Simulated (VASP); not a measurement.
Data:

```
BN
1.0
    1.27500    -2.20837     0.00000
    1.27500     2.20837     0.00000
    0.00000     0.00000     4.22000
B N
2 2
Direct
  0.66667   0.33333   0.50000
  0.33333   0.66667   0.00000
  0.66667   0.33333   0.87500
  0.33333   0.66667   0.37500
```

The numbers are results of PBE GGA, VASP's PBE PAW potentials (set 64) (plane waves; VASP), not measurements. Numerical set-up: PREC = Low, 520 eV cut-off, 11×11×6 Γ-centred mesh, Gaussian smearing of 0.050 eV, potentials B N.

Problem. Predict the energy per atom (σ→0), pressure.

Solution. 
```yaml
energy per atom (σ→0): -8.708 eV/atom
pressure: 2.03 GPa
```

The absolute energy has meaning only against runs of the same code, potentials and settings.

The compound is BN in the wurtzite structure, a metastable high-pressure form. The cell was not relaxed at this level. The run is one of a series of settings (PREC = Low against the base run), some of them coarse on purpose.
